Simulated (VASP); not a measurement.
Data:

```
Ca
1.0
    0.00000     2.79000     2.79000
    2.79000     0.00000     2.79000
    2.79000     2.79000     0.00000
Ca
1
Direct
  0.00000   0.00000   0.00000
```

Level of theory: PBE GGA, VASP's PBE PAW potentials (set 64) (plane waves; VASP). Settings: 400 eV cut-off, KSPACING 0.8 per Å, first-order Methfessel-Paxton smearing of 0.10 eV, potentials Ca_sv.

Q: Predict the energy per atom (σ→0).

A: 
| Item | Value |
|---|---|
| energy per atom (σ→0) | -1.889 eV/atom |

The absolute energy has meaning only against runs of the same code, potentials and settings.

The compound is Ca in the fcc structure. The cell was not relaxed at this level. The run is one of a series of settings (KGAMMA = .FALSE., KSPACING = 0.8, KPOINTS file removed against the base run), some of them coarse on purpose.
